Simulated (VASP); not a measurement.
Crystal: Sn3TeS2.

```
CELL_PARAMETERS angstrom
-2.10500 2.97500 6.31000
2.10500 -2.97500 6.31000
2.10500 2.97500 -6.31000
ATOMIC_POSITIONS crystal
Sn 0.50000 0.00000 0.50000
Sn 0.83330 0.33330 0.50000
Sn 0.16670 0.66670 0.50000
Te 0.00000 0.00000 0.00000
S 0.33330 0.33330 0.00000
S 0.66670 0.66670 0.00000
```

The cell was built by a generator and needn't be a form met in nature.

```yaml
Program: VASP 6.6.1
Task: relaxation of cell and atoms
Functional: PBE
Potentials_or_basis: VASP PAW PBE potentials, release 64 (Sn_d, Te, S)
Cutoff: 520 eV
k_mesh: 4 × 4 × 4
Occupations: gaussian, width 0.15 eV
Spin: no spin polarisation
```

At the start: pressure 2.8 GPa; volume 26.34 Å³/atom.

Problem. How do energy, volume and symmetry change on relaxing?

Solution. Over 10 steps the energy falls by 49.7 meV/atom and the volume is 27.49 Å³/atom (+4.4 %); space group Immm (No. 71, to 0.05 Å).

The path:
| step | energy change (eV) | largest force (eV/Å) | pressure (GPa) | volume (Å³) |
| --- | --- | --- | --- | --- |
| 1 | 0.0000 | 1.1729 | 2.77 | 158.06 |
| 2 | -0.1697 | 0.7270 | -0.43 | 168.73 |
| 3 | -0.1700 | 0.5873 | -1.48 | 171.07 |
| 4 | -0.1712 | 0.6854 | -1.24 | 170.19 |
| 5 | -0.2436 | 0.4156 | -0.80 | 168.09 |
| 6 | -0.2934 | 0.1393 | 0.05 | 164.77 |
| 7 | -0.2936 | 0.1354 | 0.21 | 164.61 |
| 8 | -0.2969 | 0.0964 | -0.23 | 165.45 |
| 9 | -0.2969 | 0.0858 | -0.10 | 165.48 |
| 10 | -0.2983 | 0.0691 | -0.14 | 164.94 |

Final structure:
```yaml
crystal:
  lattice:
    - [-2.12144, 3.04832, 6.37649]
    - [2.12144, -3.04832, 6.37649]
    - [2.12144, 3.04832, -6.37649]
  atoms:
    - { symbol: Sn, position: [0.50000, 0.00000, 0.50000] }
    - { symbol: Sn, position: [0.81688, 0.31688, 0.50000] }
    - { symbol: Sn, position: [0.18312, 0.68312, 0.50000] }
    - { symbol: Te, position: [0.00000, 0.00000, 0.00000] }
    - { symbol: S, position: [0.33734, 0.33734, 0.00000] }
    - { symbol: S, position: [0.66266, 0.66266, 0.00000] }
```

Caveat: the k mesh is coarse (spacing up to 0.46 Å⁻¹), so the values aren't converged.
